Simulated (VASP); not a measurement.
Computed with PBE GGA, VASP's PBE PAW potentials (set 64) (plane waves; VASP).

A VASP calculation is set up with these files.

**KPOINTS**
```
Automatic
0
G
8 8 8
0 0 0
```

**INCAR**
```
LWAVE  =  .FALSE.
LASPH  =  .TRUE.   ! aspherical one-centre terms
EDIFF  =  1E-6
GGA  =  PE   ! PBE
LCHARG  =  .FALSE.
SYSTEM  =  PtAl2
PREC  =  Accurate
ISMEAR  =  1   ! Methfessel-Paxton
LREAL  =  .FALSE.   ! projection in real space or not
NELM  =  100
ALGO  =  Normal
SIGMA  =  0.1   ! width (eV)
ISIF  =  2   ! forces and stress, cell fixed
LMAXMIX  =  6   ! l cut-off of mixed one-centre charges
ENCUT  =  400
```

File POSCAR:
```
PtAl2
1.0
  0.0000000000   3.0141000000   3.0141000000
  3.0141000000   0.0000000000   3.0141000000
  3.0141000000   3.0141000000   0.0000000000
Al Pt
2 1
Cart
  1.5070500000   1.5070500000   1.5070500000
  4.5211500000   4.5211500000   4.5211500000
  0.0000000000   0.0000000000   0.0000000000
```

POTCAR, in this order: Al Pt (PBE.64 set). Program: vasp_std.

Unless said otherwise, spin-orbit coupling is left out, though it shifts the bands of the heavy elements here.

Estimate the energy per atom (σ→0), pressure, band gap (on the k-mesh).

```json
{
 "energy per atom (σ→0)": "-5.400 eV/atom",
 "band gap (on the k-mesh)": "none (metal, semimetal or under 0.01 eV)",
 "pressure": "-5.00 GPa"
}
```

### OSZICAR
```
...
DAV:   7    -0.162303039656E+02    0.83296E-01   -0.22870E-01   760   0.480E+00    0.158E+00
DAV:   8    -0.162012759057E+02    0.29028E-01   -0.36639E-02   784   0.187E+00    0.258E-01
DAV:   9    -0.162012432184E+02    0.32687E-04   -0.21394E-03   824   0.450E-01    0.167E-01
DAV:  10    -0.162014230477E+02   -0.17983E-03   -0.34664E-04   748   0.153E-01    0.194E-02
DAV:  11    -0.162014211046E+02    0.19431E-05   -0.21503E-05   836   0.476E-02    0.928E-03
DAV:  12    -0.162014236880E+02   -0.25834E-05   -0.63786E-06   744   0.183E-02    0.193E-03
DAV:  13    -0.162014236250E+02    0.62950E-07   -0.36270E-07   516   0.610E-03
   1 F= -.16201424E+02 E0= -.16201396E+02  d E =-.840533E-04
```

The compound is PtAl2 in the fluorite structure. The cell was not relaxed at this level.
